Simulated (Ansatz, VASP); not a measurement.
Equation of state of MgRe3 under PBE

```cif
data_structure
_symmetry_space_group_name_H-M 'Fm-3m'
_symmetry_Int_Tables_number 225
_cell_length_a 6.2291
_cell_length_b 6.2291
_cell_length_c 6.2291
_cell_angle_alpha 90.000
_cell_angle_beta 90.000
_cell_angle_gamma 90.000
_cell_volume 241.69
loop_
_atom_site_label
_atom_site_type_symbol
_atom_site_symmetry_multiplicity
_atom_site_Wyckoff_symbol
_atom_site_fract_x
_atom_site_fract_y
_atom_site_fract_z
_atom_site_occupancy
Re1 Re 8 c 0.25000 0.25000 0.75000 1
Re2 Re 4 b 0.50000 0.00000 0.00000 1
Mg1 Mg 4 a 0.00000 0.00000 0.00000 1
```

The cell comes from a database or a generator and needn't be the stable form of this composition.

The cell was scaled at fixed shape and fractions and run with Ansatz, Ansatz PAW, cutoff 420 eV; PBE, k mesh 7 × 7 × 7 on the cell of 4 atoms, fermi-dirac occupations of 0.05 eV, no spin polarisation, no spin-orbit coupling. Energies are those that the program minimises, any entropy of the smearing included. For a metal such a mesh isn't converged to the digits shown.

| V (Å³/atom) | energy over the lowest row (meV/atom) |
| --- | --- |
| 14.1995 | 47.66 |
| 14.5017 | 19.97 |
| 14.8038 | 4.49 |
| 15.1059 | 0.00 |
| 15.4080 | ? |
| 15.7101 | 19.52 |
| 16.0123 | 41.56 |

Fit the third-order Birch-Murnaghan form, give V0, B0 and B′, and predict the energy left open.

With y = (V0/V)^(2/3), E = E0 + (9 V0 B0/16) [(y - 1)³ B′ + (y - 1)² (6 - 4y)]. Least squares through the rows shown give V0 = 15.0873 Å³/atom, E0 = -0.01 meV, B0 = 261.8 GPa (1 eV/Å³ = 160.218 GPa) and B′ = 4.47, with a largest miss of 0.02 meV. At V = 15.4080 the form with these constants gives 5.35 meV; the run gave 5.36 meV an atom. Other set-ups at this level, from all their volumes (Å³/atom, GPa): VASP, PBE PAW files Mg, Re, 520 eV: V0 15.056, B0 266.1.
